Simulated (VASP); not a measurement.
Computed with PBEsol GGA, VASP's PBE PAW potentials (set 64) (plane waves; VASP).

VASP ran on this input.

File POSCAR:
```
Al
1
    0.0000000000     2.0059771769     2.0059771769
    2.0059771769     0.0000000000     2.0059771769
    2.0059771769     2.0059771769     0.0000000000
Al
1
Direct
  0.0000000000   0.0000000000   0.0000000000
```

**INCAR**
```
SYSTEM = Al
PREC = Accurate
ENCUT = 520
EDIFF = 1E-6
NELM = 100
ALGO = Normal
LREAL = .FALSE.
LASPH = .TRUE.
ISMEAR = 1
SIGMA = 0.1
GGA = PS
LWAVE = .FALSE.
LCHARG = .FALSE.
IBRION = 2
ISIF = 3
NSW = 60
EDIFFG = -0.01
```

KPOINTS:
```
Automatic
0
G
 14 14 14
0 0 0
```

POTCAR, in this order: Al (PBE.64 set). Program: vasp_std.

What VASP printed:

### OSZICAR
```
       N       E                     dE             d eps       ncg     rms          rms(c)
DAV:   1    -0.173170032622E+01   -0.17317E+01   -0.87561E+02  1120   0.325E+02
DAV:   2    -0.409315171688E+01   -0.23615E+01   -0.20753E+01  1350   0.316E+01
DAV:   3    -0.411409669252E+01   -0.20945E-01   -0.20928E-01  1395   0.342E+00
DAV:   4    -0.411418605374E+01   -0.89361E-04   -0.89361E-04  1380   0.210E-01
DAV:   5    -0.411418662638E+01   -0.57263E-06   -0.57367E-06  1405   0.141E-02    0.144E+00
DAV:   6    -0.409671248773E+01    0.17474E-01   -0.21646E-03  1245   0.310E-01    0.816E-01
DAV:   7    -0.408492105896E+01    0.11791E-01   -0.59210E-03  1230   0.495E-01    0.172E-01
DAV:   8    -0.408490615937E+01    0.14900E-04   -0.32110E-05  1350   0.590E-02    0.116E-02
DAV:   9    -0.408490540319E+01    0.75619E-06   -0.53295E-07  1300   0.535E-03
   1 F= -.40849054E+01 E0= -.40850039E+01  d E =-.408491E+01
```

OUTCAR:
```
------------------------ aborting loop because EDIFF is reached ----------------------------------------
  FORCE on cell =-STRESS in cart. coord.  units (eV):
  Direction    XX          YY          ZZ          XY          YZ          ZX
  --------------------------------------------------------------------------------------
  Total        0.0003248      0.0003248      0.0003248      0.0000000      0.0000000      0.0000000
  in kB        0.0322388      0.0322388      0.0322388      0.0000000      0.0000000      0.0000000
  external PRESSURE =       0.0322388 kB  Pullay stress =       0.0000000 kB
  volume of cell :       16.14
      direct lattice vectors                 reciprocal lattice vectors
     0.000000000  2.005977177  2.005977177    -0.249255079  0.249255079  0.249255079
     2.005977177  0.000000000  2.005977177     0.249255079 -0.249255079  0.249255079
     2.005977177  2.005977177  0.000000000     0.249255079  0.249255079 -0.249255079
 POSITION                                       TOTAL-FORCE (eV/Angst)
 -----------------------------------------------------------------------------------
      0.00000      0.00000      0.00000         0.000000      0.000000      0.000000
 -----------------------------------------------------------------------------------
    total drift:                                0.000000     -0.000000      0.000000
  FREE ENERGIE OF THE ION-ELECTRON SYSTEM (eV)
  ---------------------------------------------------
  free  energy   TOTEN  =        -4.0849054032 eV

  energy  without entropy=       -4.0852008355  energy(sigma->0) =       -4.08500388

 reached required accuracy - stopping structural energy minimisation
```
(Selected blocks of OUTCAR.)

The compound is Al in the fcc structure. It was relaxed first. The start is the result of an earlier pass.
